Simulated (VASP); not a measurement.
Wanted: the native input for a VASP 6.6.1 run.

- Task: relaxation of cell and atoms
- Functional: PBE
- Potentials or basis: VASP PAW PBE potentials, release 64 (Bi_d, Te)
- Cutoff: 600 eV
- k mesh: 7 × 7 × 7
- Occupations: fermi-dirac, width 0.05 eV
- Spin: no spin polarisation
- Target pressure: 5 GPa
- Further INCAR settings: ALGO = Normal; EDIFF = 1e-06; IBRION = 2; EDIFFG = -0.01; NSW = 60; ISIF = 3
- Target pressure: 5 GPa

The structure of BiTe lies in POSCAR:

```
BiTe
1.0
    0.0000000000      3.2350000000      3.2350000000
    3.2350000000      0.0000000000      3.2350000000
    3.2350000000      3.2350000000      0.0000000000
Bi Te
1 1
Direct
    0.0000000000      0.0000000000      0.0000000000
    0.5000000000      0.5000000000      0.5000000000
```

These files were run (other wordings do the same):

INCAR

```
SYSTEM = BiTe
PREC = Accurate ; ENCUT = 600
EDIFF = 1E-6 ; ISMEAR = -1
SIGMA = 0.05 ; LREAL = .FALSE.
LASPH = .TRUE. ; NELM = 80
ALGO = Normal ; ISIF = 3
LWAVE = .FALSE. ; LCHARG = .FALSE.
GGA = PE ; IBRION = 2
NSW = 60 ; EDIFFG = -0.01
PSTRESS = 50
```

KPOINTS

```
Automatic mesh
0
G
  7 7 7
  0 0 0
```

Potentials or basis: VASP PAW PBE potentials, release 64 (Bi_d, Te).

Run with:

```console
$ cat potpaw_PBE.64/Bi_d/POTCAR potpaw_PBE.64/Te/POTCAR > POTCAR
$ mpirun -np 1 vasp_std > vasp.out
```

It gave:

| Item | Value |
| --- | --- |
| Relaxed volume | 31.60 Å³/atom |
| Relaxed cell | a = 4.471 Å, b = 4.471 Å, c = 4.471 Å, α = 60.00°, β = 60.00°, γ = 60.00° |
| Space group after relaxing (to 0.05 Å) | Fm-3m (No. 225) |
| Energy change on relaxing (the enthalpy is what falls) | +39.5 meV/atom |
| Ionic steps | 3 |
| Pressure after relaxing | 5.0 GPa |
| Band gap on the k mesh | none (metal or under the smearing width) |

Caveat: the cell is relaxed towards a set pressure, so the enthalpy falls and the energy may rise; spin-orbit coupling is left out, which moves the levels of the heavy elements.

Run time: 72 s on 1 thread of AMD EPYC 7R43 64-Core Processor (Zen 3), with other jobs on the host, peak memory 0.21 GiB.
